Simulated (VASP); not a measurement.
Data:

```xyz
4
Lattice="3.5967 0.0000 0.0000 0.0000 3.5967 0.0000 0.0000 0.0000 3.5967" Properties=species:S:1:pos:R:3 pbc="T T T"
Si     0.0000     0.0000     0.0000
Ni     0.0000     1.7983     1.7983
Ni     1.7983     0.0000     1.7983
Ni     1.7983     1.7983     0.0000
```

Method: PBE GGA, VASP's PBE PAW potentials (set 64) (plane waves; VASP). Numerical set-up: 300 eV cut-off, 7×7×7 Γ-centred mesh, Gaussian smearing of 0.27 eV, potentials Si Ni.

At this cut-off the stress carries a Pulay error, which pulls relaxed volumes low.

Task: Give the stress tensor in GPa (positive for a compressed cell).

Result: 
```
-13.52    0.00    0.00
  0.00  -13.52    0.00
  0.00    0.00  -13.52
```
The pressure is its mean diagonal, -13.52 GPa.

The structure is a typed Ni3Si crystal (Pm-3m). The cell was not relaxed at this level. The run is not spin-polarised, so no magnetic state was tried.
